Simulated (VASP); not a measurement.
Consider the following.

```yaml
crystal:
  lattice:
    - [3.55241, 2.05098, 2.20667]
    - [-3.55241, 2.05098, 2.20667]
    - [0.00000, -4.10197, 2.20667]
  atoms:
    - { symbol: Sr, position: [0.50000, 0.50000, 0.50000] }
    - { symbol: Ni, position: [0.00000, 0.00000, 0.00000] }
    - { symbol: F, position: [0.72215, 0.72215, 0.06806] }
    - { symbol: F, position: [0.27785, 0.27785, 0.93194] }
    - { symbol: F, position: [0.06806, 0.72215, 0.72215] }
    - { symbol: F, position: [0.93194, 0.27785, 0.27785] }
    - { symbol: F, position: [0.72215, 0.06806, 0.72215] }
    - { symbol: F, position: [0.27785, 0.93194, 0.27785] }
```

These are r2SCAN meta-GGA, VASP's PBE PAW potentials (set 64) (plane waves; VASP 6.6.1) values and carry that method's errors. Numerical set-up: 520 eV cut-off, 6×6×6 Γ-centred mesh, tetrahedra with Blöchl corrections, potentials Sr_sv Ni F.

Problem. What does the run give for the energy per atom (σ→0), band gap (over mesh and band path) with the smallest direct gap where there is one?

Solution. 
The band gap (over mesh and band path) comes out as 1.93 eV, the smallest direct gap (over mesh and band path) comes out as 1.99 eV and the energy per atom (σ→0) comes out as -8.410 eV/atom.

Total energies compare only between runs with the same potentials, cut-off and functional.

The structure comes from a computed database's SrNiF6 entry (R-3m); how it stands against other phases isn't given here. It was relaxed first. The run is not spin-polarised, so no magnetic state was tried.
